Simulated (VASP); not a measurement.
Input:

```yaml
crystal:
  lattice:
    - [3.30365, 0.00000, 0.00000]
    - [0.00000, 3.30365, 0.00000]
    - [0.00000, 0.00000, 3.30365]
  atoms:
    - { symbol: Cd, position: [0.00000, 0.00000, 0.00000] }
    - { symbol: Te, position: [0.50000, 0.50000, 0.50000] }
```

Level of theory: PBEsol GGA, VASP's PBE PAW potentials (set 64) (plane waves; VASP). Numerical set-up: 500 eV cut-off, 11×11×11 Γ-centred mesh, first-order Methfessel-Paxton smearing of 0.10 eV, potentials Cd Te.

Unless said otherwise, spin-orbit coupling is left out, though it shifts the bands of the heavy elements here.

Question: Predict the energy per atom (σ→0), pressure, band gap (on the k-mesh) with the smallest direct gap where there is one.

Answer: 
```yaml
band gap (on the k-mesh): none (metal, semimetal or under 0.01 eV)
energy per atom (σ→0): -1.535 eV/atom
pressure: 45.13 GPa
```

The absolute energy has meaning only against runs of the same code, potentials and settings.

The structure was generated: CdTe was put into the CsCl type type (Pm-3m), which need not be its known phase. It was relaxed first under an external pressure of 45 GPa.
